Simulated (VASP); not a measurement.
Given:

```xyz
2
Lattice="0.0000 2.8836 2.8836 2.8836 0.0000 2.8836 2.8836 2.8836 0.0000" Properties=species:S:1:pos:R:3 pbc="T T T"
W      0.0000     0.0000     0.0000
S      2.8836     2.8836     2.8836
```

Calculation: PBE GGA, VASP's PBE PAW potentials (set 64) (plane waves; VASP). Numerical set-up: 400 eV cut-off, 10×10×10 Γ-centred mesh, first-order Methfessel-Paxton smearing of 0.10 eV, potentials W_sv S.

Energy and stress use the plane-wave basis of the starting cell.

**Question.** The ions, cell shape and volume are relaxed. Which structure does the run end with?

**Answer.** 
```xyz
2
Lattice="0.0000 2.4776 2.4776 2.4776 0.0000 2.4776 2.4776 2.4776 0.0000" Properties=species:S:1:pos:R:3 pbc="T T T"
W      0.0000     0.0000     0.0000
S      2.4776     2.4776     2.4776
```
Space group Fm-3m (225), at a tolerance of 0.03 Å.

**Question.** How do energy and volume change from the first to the last step?

**Answer.** The energy (σ→0) changes by -1243.8 meV/atom and the volume by -36.6 %, in 7 ionic steps.

The structure was generated: WS was put into the rock salt type (Fm-3m), which need not be its known phase. This run relaxes it. Symmetry was kept, so distortions that lower it aren't found. VASP warned that the highest band is occupied, so more bands are needed.
